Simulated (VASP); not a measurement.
Output of a VASP run:

**OSZICAR**
```
...
RMM:   8    -0.276776522810E+03    0.45896E-04   -0.16239E-04   304   0.255E-02    0.355E-02
RMM:   9    -0.276776487901E+03    0.34909E-04   -0.92525E-05   268   0.145E-02    0.228E-02
RMM:  10    -0.276776505815E+03   -0.17914E-04   -0.24608E-04   308   0.166E-02    0.503E-02
RMM:  11    -0.276776487170E+03    0.18644E-04   -0.16781E-04   298   0.143E-02    0.121E-02
RMM:  12    -0.276776489250E+03   -0.20795E-05   -0.11668E-05   191   0.583E-03
   8 F= -.27677649E+03 E0= -.27673797E+03  d E =-.372971E-01
       N       E                     dE             d eps       ncg     rms          rms(c)
DAV:   1    -0.276775647853E+03    0.83932E-03   -0.54044E-01   332   0.112E+00    0.265E-01
RMM:   2    -0.276778051009E+03   -0.24032E-02   -0.27932E-02   318   0.327E-01    0.742E-02
RMM:   3    -0.276778680280E+03   -0.62927E-03   -0.59587E-03   334   0.149E-01    0.991E-02
RMM:   4    -0.276778697461E+03   -0.17181E-04   -0.70961E-04   334   0.589E-02    0.849E-02
RMM:   5    -0.276778657995E+03    0.39466E-04   -0.16367E-04   307   0.267E-02    0.637E-02
RMM:   6    -0.276778640555E+03    0.17441E-04   -0.13808E-04   289   0.178E-02    0.282E-02
RMM:   7    -0.276778652169E+03   -0.11615E-04   -0.64582E-05   261   0.116E-02    0.145E-02
RMM:   8    -0.276778649786E+03    0.23829E-05   -0.93103E-06   192   0.562E-03
   9 F= -.27677865E+03 E0= -.27674013E+03  d E =-.394577E-01
       N       E                     dE             d eps       ncg     rms          rms(c)
DAV:   1    -0.276788218640E+03   -0.95665E-02   -0.45132E-01   340   0.120E+00    0.408E-01
RMM:   2    -0.276790842728E+03   -0.26241E-02   -0.33269E-02   318   0.395E-01    0.130E-01
RMM:   3    -0.276791590887E+03   -0.74816E-03   -0.63673E-03   326   0.171E-01    0.170E-01
RMM:   4    -0.276791207905E+03    0.38298E-03   -0.13120E-03   334   0.776E-02    0.870E-02
RMM:   5    -0.276791114641E+03    0.93264E-04   -0.42727E-04   318   0.415E-02    0.326E-02
RMM:   6    -0.276791128723E+03   -0.14082E-04   -0.22707E-04   318   0.259E-02    0.201E-02
RMM:   7    -0.276791125064E+03    0.36592E-05   -0.32287E-05   216   0.120E-02
  10 F= -.27679113E+03 E0= -.27675259E+03  d E =-.124753E-01
       N       E                     dE             d eps       ncg     rms          rms(c)
DAV:   1    -0.276791312950E+03   -0.18423E-03   -0.20508E-02   372   0.256E-01    0.869E-02
RMM:   2    -0.276791444084E+03   -0.13113E-03   -0.16042E-03   318   0.862E-02    0.293E-02
RMM:   3    -0.276791479709E+03   -0.35625E-04   -0.30752E-04   328   0.376E-02    0.377E-02
RMM:   4    -0.276791462376E+03    0.17333E-04   -0.60858E-05   285   0.170E-02    0.210E-02
RMM:   5    -0.276791457761E+03    0.46148E-05   -0.22366E-05   201   0.910E-03
  11 F= -.27679146E+03 E0= -.27675292E+03  d E =-.128080E-01
       N       E                     dE             d eps       ncg     rms          rms(c)
DAV:   1    -0.276792640091E+03   -0.11777E-02   -0.75979E-02   332   0.487E-01    0.157E-01
RMM:   2    -0.276793095403E+03   -0.45531E-03   -0.51384E-03   318   0.155E-01    0.634E-02
RMM:   3    -0.276793209783E+03   -0.11438E-03   -0.10236E-03   322   0.694E-02    0.747E-02
RMM:   4    -0.276793132922E+03    0.76861E-04   -0.20701E-04   333   0.321E-02    0.365E-02
RMM:   5    -0.276793119980E+03    0.12942E-04   -0.53530E-05   269   0.158E-02    0.204E-02
RMM:   6    -0.276793122186E+03   -0.22057E-05   -0.32106E-05   221   0.936E-03
  12 F= -.27679312E+03 E0= -.27675458E+03  d E =-.166442E-02
```

### OUTCAR
```
------------------------ aborting loop because EDIFF is reached ----------------------------------------
  FORCE on cell =-STRESS in cart. coord.  units (eV):
  Direction    XX          YY          ZZ          XY          YZ          ZX
  --------------------------------------------------------------------------------------
  Total        6.3937508      6.2742792      6.4460195     -0.0071860      0.0124013     -0.1125602
  in kB        7.5572485      7.4160361      7.6190287     -0.0084937      0.0146581     -0.1330433
  external PRESSURE =       7.5307711 kB  Pullay stress =       0.0000000 kB
  volume of cell :     1355.51
      direct lattice vectors                 reciprocal lattice vectors
    11.067109208  0.000000000  0.000000000     0.090357832  0.000000000  0.000000000
     0.000000000 11.067109208  0.000000000     0.000000000  0.090357832  0.000000000
     0.000000000  0.000000000 11.067109208     0.000000000  0.000000000  0.090357832
  FREE ENERGIE OF THE ION-ELECTRON SYSTEM (eV)
  ---------------------------------------------------
  free  energy   TOTEN  =      -276.7931221856 eV

  energy  without entropy=     -276.7160280712  energy(sigma->0) =     -276.75457513

 reached required accuracy - stopping structural energy minimisation
```
(Selected blocks of OUTCAR.)

POSCAR:
```
Ga31P32
1
   11.0671092084     0.0000000000     0.0000000000
    0.0000000000    11.0671092084     0.0000000000
   -0.0000000000    -0.0000000000    11.0671092084
Ga P
31 32
Direct
  0.5000000000   0.0000000000   0.0000000000
  0.7500000000   0.2500000000   0.0000000000
  0.7500000000   0.0000000000   0.2500000000
  0.0000000000   0.0000000000   0.0000000000
  0.2500000000   0.2500000000   0.0000000000
  0.5000000000   0.5000000000   0.0000000000
  0.7500000000   0.7500000000   0.0000000000
  0.2500000000   0.0000000000   0.2500000000
  0.5000000000   0.2500000000   0.2500000000
  0.7500000000   0.5000000000   0.2500000000
  0.5000000000   0.0000000000   0.5000000000
  0.7500000000   0.2500000000   0.5000000000
  0.7500000000   0.0000000000   0.7500000000
  0.0000000000   0.5000000000   0.0000000000
  0.2500000000   0.7500000000   0.0000000000
  0.0000000000   0.2500000000   0.2500000000
  0.2500000000   0.5000000000   0.2500000000
  0.5000000000   0.7500000000   0.2500000000
  0.0000000000   0.0000000000   0.5000000000
  0.2500000000   0.2500000000   0.5000000000
  0.7500000000   0.7500000000   0.5000000000
  0.2500000000   0.0000000000   0.7500000000
  0.5000000000   0.2500000000   0.7500000000
  0.7500000000   0.5000000000   0.7500000000
  0.0000000000   0.7500000000   0.2500000000
  0.0000000000   0.5000000000   0.5000000000
  0.2500000000   0.7500000000   0.5000000000
  0.0000000000   0.2500000000   0.7500000000
  0.2500000000   0.5000000000   0.7500000000
  0.5000000000   0.7500000000   0.7500000000
  0.0000000000   0.7500000000   0.7500000000
  0.6250000000   0.1250000000   0.1250000000
  0.8750000000   0.3750000000   0.1250000000
  0.8750000000   0.1250000000   0.3750000000
  0.1250000000   0.1250000000   0.1250000000
  0.3750000000   0.3750000000   0.1250000000
  0.6250000000   0.6250000000   0.1250000000
  0.8750000000   0.8750000000   0.1250000000
  0.3750000000   0.1250000000   0.3750000000
  0.6254280000   0.3792870000   0.3786450000
  0.8750000000   0.6250000000   0.3750000000
  0.6250000000   0.1250000000   0.6250000000
  0.8750000000   0.3750000000   0.6250000000
  0.8750000000   0.1250000000   0.8750000000
  0.1250000000   0.6250000000   0.1250000000
  0.3750000000   0.8750000000   0.1250000000
  0.1250000000   0.3750000000   0.3750000000
  0.3759700000   0.6267510000   0.3753700000
  0.6250000000   0.8750000000   0.3750000000
  0.1250000000   0.1250000000   0.6250000000
  0.3761140000   0.3792970000   0.6265190000
  0.6245130000   0.6224720000   0.6285380000
  0.8750000000   0.8750000000   0.6250000000
  0.3750000000   0.1250000000   0.8750000000
  0.6250000000   0.3750000000   0.8750000000
  0.8750000000   0.6250000000   0.8750000000
  0.1250000000   0.8750000000   0.3750000000
  0.1250000000   0.6250000000   0.6250000000
  0.3750000000   0.8750000000   0.6250000000
  0.1250000000   0.3750000000   0.8750000000
  0.3750000000   0.6250000000   0.8750000000
  0.6250000000   0.8750000000   0.8750000000
  0.1250000000   0.8750000000   0.8750000000
```

### Question
Write an INCAR and KPOINTS that could have produced this output.

### Answer
One answer among several that fit: the input of the run itself, PBE GGA, plane waves, VASP's PBE PAW potentials (set 64).

KPOINTS:
```
Regular mesh
0
G
 1 1 1
```

INCAR:
```
SYSTEM = Ga31P32
PREC = Normal
ENCUT = 400
EDIFF = 1E-5
NELM = 100
ALGO = Fast
LREAL = Auto
LASPH = .TRUE.
ISMEAR = 0
SIGMA = 0.05
GGA = PE
LMAXMIX = 4
LWAVE = .TRUE.
LCHARG = .FALSE.
NELMIN = 4
ISYM = 0
NELECT = 254.0
IBRION = 2
ISIF = 2
NSW = 60
EDIFFG = -0.03
```

POTCAR, in this order: Ga P (PBE.64 set). Program: vasp_gam.

The cell is charged, with a uniform compensating background. The supercell is sampled at Γ alone, which is coarse: total energies, pressure and levels can be off, energies of defects by several tenths of an eV.

The cell is a supercell with a defect, built from GaP (zinc blende): vac_Ga, charge -1. The run is not spin-polarised, so no state with unpaired spins was tried.
